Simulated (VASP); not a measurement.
Calculation: PBE GGA, VASP's PBE PAW potentials (set 64) (plane waves; VASP).

VASP input:

**INCAR**
```
ALGO = Normal   ! blocked Davidson
ISMEAR = 0   ! Gaussian
EDIFF = 1E-6   ! SCF stop (eV)
ISIF = 2
LASPH = .True.   ! aspherical one-centre terms
SIGMA = 0.1
LCHARG = .False.
GGA = PE
PREC = Accurate
LMAXMIX = 6
LWAVE = .False.
LREAL = .False.   ! projection in real space or not
ENCUT = 300   ! plane-wave cut-off (eV)
SYSTEM = TeW
NELM = 100
```

File KPOINTS:
```
Automatic mesh
0
Gamma
5 5 3
0 0 0
```

POSCAR:
```
TeW
1
    4.1205090000     0.0000000000     0.0000000000
   -2.0602540000     3.5684650000     0.0000000000
    0.0000000000     0.0000000000     5.7429790000
W Te
2 2
Direct
  0.0000000000   0.0000000000   0.0000000000
  0.0000000000   0.0000000000   0.5000000000
  0.3333330000   0.6666670000   0.2500000000
  0.6666670000   0.3333330000   0.7500000000
```

POTCAR, in this order: W_sv Te (PBE.64 set). Program: vasp_std.

Output

### OSZICAR
```
       N       E                     dE             d eps       ncg     rms          rms(c)
DAV:   1     0.283307442866E+03    0.28331E+03   -0.16010E+04   552   0.114E+03
DAV:   2    -0.169841851803E+02   -0.30029E+03   -0.29791E+03   568   0.363E+02
DAV:   3    -0.291203124772E+02   -0.12136E+02   -0.11989E+02   624   0.690E+01
DAV:   4    -0.293355502315E+02   -0.21524E+00   -0.21507E+00   552   0.996E+00
DAV:   5    -0.293410898264E+02   -0.55396E-02   -0.55371E-02   616   0.153E+00    0.226E+01
DAV:   6    -0.288885765623E+02    0.45251E+00   -0.18773E+00   584   0.907E+00    0.984E+00
DAV:   7    -0.287975055078E+02    0.91071E-01   -0.21766E-01   528   0.240E+00    0.313E+00
DAV:   8    -0.287889663716E+02    0.85391E-02   -0.31752E-02   568   0.123E+00    0.354E-01
DAV:   9    -0.287887228593E+02    0.24351E-03   -0.32603E-03   608   0.295E-01    0.167E-01
DAV:  10    -0.287888188596E+02   -0.96000E-04   -0.49067E-04   528   0.169E-01    0.516E-02
DAV:  11    -0.287888386861E+02   -0.19826E-04   -0.33714E-05   576   0.388E-02    0.146E-02
DAV:  12    -0.287888401090E+02   -0.14229E-05   -0.76965E-06   456   0.151E-02    0.684E-03
DAV:  13    -0.287888391917E+02    0.91733E-06   -0.84728E-07   368   0.518E-03
   1 F= -.28788839E+02 E0= -.28774009E+02  d E =-.296600E-01
```

### OUTCAR
```
------------------------ aborting loop because EDIFF is reached ----------------------------------------
  FORCE on cell =-STRESS in cart. coord.  units (eV):
  Direction    XX          YY          ZZ          XY          YZ          ZX
  --------------------------------------------------------------------------------------
  Total        4.3898069      4.3898058     -5.3435259      0.0000006     -0.0000000      0.0000000
  in kB       83.2887730     83.2887511   -101.3838932      0.0000117     -0.0000000      0.0000000
  external PRESSURE =      21.7312103 kB  Pullay stress =       0.0000000 kB
  volume of cell :       84.44
      direct lattice vectors                 reciprocal lattice vectors
     4.120509000  0.000000000  0.000000000     0.242688464  0.140116234  0.000000000
    -2.060254000  3.568465000  0.000000000     0.000000000  0.280232537  0.000000000
     0.000000000  0.000000000  5.742979000     0.000000000  0.000000000  0.174125658
 POSITION                                       TOTAL-FORCE (eV/Angst)
 -----------------------------------------------------------------------------------
      0.00000      0.00000      0.00000        -0.000000      0.000000     -0.000000
      0.00000      0.00000      2.87149        -0.000000      0.000000     -0.000000
     -0.00000      2.37898      1.43574         0.000000      0.000000      0.000000
      2.06026      1.18949      4.30723         0.000000     -0.000000      0.000000
 -----------------------------------------------------------------------------------
    total drift:                                0.000000     -0.000000      0.000000
  FREE ENERGIE OF THE ION-ELECTRON SYSTEM (eV)
  ---------------------------------------------------
  free  energy   TOTEN  =       -28.7888391917 eV

  energy  without entropy=      -28.7591791812  energy(sigma->0) =      -28.77400919
```
(Selected blocks of OUTCAR.)

At this cut-off the stress carries a Pulay error, which pulls relaxed volumes low.

The structure was generated: TeW was put into an ordered model structure, which need not be its known phase. The cell was not relaxed at this level, and its volume differs by -5.9 % from the start's. The k-mesh is coarse (spacing up to 0.36 per Å, 2π included), so the numbers may not be converged in it.
